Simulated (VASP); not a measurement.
VASP input:

**INCAR**
```
SYSTEM = BN
PREC = Accurate
ENCUT = 400
EDIFF = 1E-6
NELM = 100
ALGO = Normal
LREAL = .FALSE.
LASPH = .TRUE.
ISMEAR = 0
SIGMA = 0.01
GGA = PE
LWAVE = .FALSE.
LCHARG = .FALSE.
ISIF = 2
```

File POSCAR:
```
BN
1.7925130
  0.0000000000   1.0000000000   1.0000000000
  1.0000000000   0.0000000000   1.0000000000
  1.0000000000   1.0000000000   0.0000000000
B N
1 1
Cart
  0.0000000000   0.0000000000   0.0000000000
  1.5000000000   1.5000000000   1.5000000000
```

File KPOINTS:
```
Automatic mesh
0
Gamma
13 13 13
0 0 0
```

POTCAR, in this order: B N (PBE.64 set). Program: vasp_std.

**Question.** Translate this PBE calculation to Quantum ESPRESSO's pw.x.

**Answer.** One equivalent input (not run):
```
&CONTROL
  calculation = 'scf'
  pseudo_dir = './pseudo'
  outdir = './out'
  tprnfor = .true.
  tstress = .true.
/
&SYSTEM
  ibrav = 0
  nat = 2
  ntyp = 2
  ecutwfc = 84
  occupations = 'smearing'
  smearing = 'gaussian'
  degauss = 0.000735
  input_dft = 'pbe'
/
&ELECTRONS
  conv_thr = 7.3e-08
  electron_maxstep = 100
/
ATOMIC_SPECIES
  B 10.810 B.upf
  N 14.007 N.upf
CELL_PARAMETERS angstrom
     0.0000000    1.7925130    1.7925130
     1.7925130    0.0000000    1.7925130
     1.7925130    1.7925130    0.0000000
ATOMIC_POSITIONS crystal
  B    0.0000000  0.0000000  0.0000000
  N    0.7500000  0.7500000  0.7500000
K_POINTS automatic
  13 13 13 0 0 0
```
What does not carry over: the potentials are each code's own (VASP's PAW set, PseudoDojo norm-conserving files in pw.x), so ENCUT and ecutwfc are chosen apart and not converted; conv_thr bounds pw.x's estimated SCF error, while EDIFF bounds the energy change between steps.

The structure comes from a computed database's BN entry; how it stands against other phases isn't given here. The cell was not relaxed at this level.
